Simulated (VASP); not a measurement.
Data:

```yaml
crystal:
  lattice:
    - [0.00000, 2.38905, 2.38905]
    - [2.38905, 0.00000, 2.38905]
    - [2.38905, 2.38905, 0.00000]
  atoms:
    - { symbol: B, position: [0.00000, 0.00000, 0.00000] }
    - { symbol: As, position: [0.25000, 0.25000, 0.25000] }
```

All values below come from PBEsol GGA, VASP's PBE PAW potentials (set 64) (plane waves; VASP 6.6.1). Run with 520 eV cut-off, 10×10×10 Γ-centred mesh, Gaussian smearing of 0.050 eV, potentials B As.

Question: Give the energy at these volumes per atom, relative to the lowest: 12.81, 13.22, 13.63, 14.04, 14.45 Å³.

Answer: 24.2, 5.8, 0.0, 5.0, 19.3 meV/atom. A third-order Birch-Murnaghan fit gives B0 = 141 GPa and B0′ = 4.1.

Measured: bulk modulus 142 GPa (computed value off by -0.9 %), as given by PMC11618452 (zinc blende boron arsenide), quoting Tian et al.; a 4.777 Å (computed value off by +0.0 %), as given by M J Lucero et al., Journal of Physics Condensed Matter (2012), arXiv:1111.4515. The calculation is for a static lattice, while the measured bulk modulus, a hold thermal and zero-point effects, which are part of the difference.

The compound is BAs in the zinc blende structure. It was relaxed first.
